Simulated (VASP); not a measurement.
Input for VASP

### INCAR
```
! general
SYSTEM  = Ni
PREC    = Accurate
ENCUT   = 400
LREAL   = .False.
LASPH   = .True.

! electronic loop
EDIFF   = 1E-6
NELM    = 100
ALGO    = Normal
LMAXMIX = 4

! smearing
ISMEAR  = 1
SIGMA   = 0.1

! functional
GGA     = PE

! spin
ISPIN   = 2
MAGMOM  = 0.8

! ions
ISIF    = 2

! output
LWAVE   = .False.
LCHARG  = .False.
LORBIT  = 10
```

POSCAR:
```
Ni
1
    0.0000000000     1.7952000000     1.7952000000
    1.7952000000     0.0000000000     1.7952000000
    1.7952000000     1.7952000000     0.0000000000
Ni
1
Direct
  0.0000000000   0.0000000000   0.0000000000
```

**KPOINTS**
```
Automatic mesh
0
Gamma
13 13 13
0 0 0
```

POTCAR, in this order: Ni (PBE.64 set). Program: vasp_std.

**Question.** Write an equivalent input for Ansatz.

**Answer.** One equivalent input (not run):
Ansatz 0.2 input:
```yaml
crystal:
  lattice:
    - [0.0000000, 1.7952000, 1.7952000]
    - [1.7952000, 0.0000000, 1.7952000]
    - [1.7952000, 1.7952000, 0.0000000]
  atoms:
    - { symbol: Ni, position: [0.0000000, 0.0000000, 0.0000000], spin: 0.8 }
kpoints:
  mp_grid: { grid: [13, 13, 13] }
hamiltonian:
  xc: pbe
  pseudopotentials: { kind: paw }
magnetization: { spin_polarized: true }
scf:
  occupations: { method: methfessel_paxton, width: 0.1 }
  max_iter: 100
output: { forces: true, stress: true, eigenvalues: true }
```
Limits of the translation: each code has its own PAW files, so the cut-off isn't converted (ENCUT is set for VASP's; basis.ecutwfc is left out, and Ansatz then takes the one that its files recommend); Ansatz stops its SCF on the density residual and VASP on the energy change (EDIFF).

The compound is Ni in the fcc structure. The cell was not relaxed at this level.
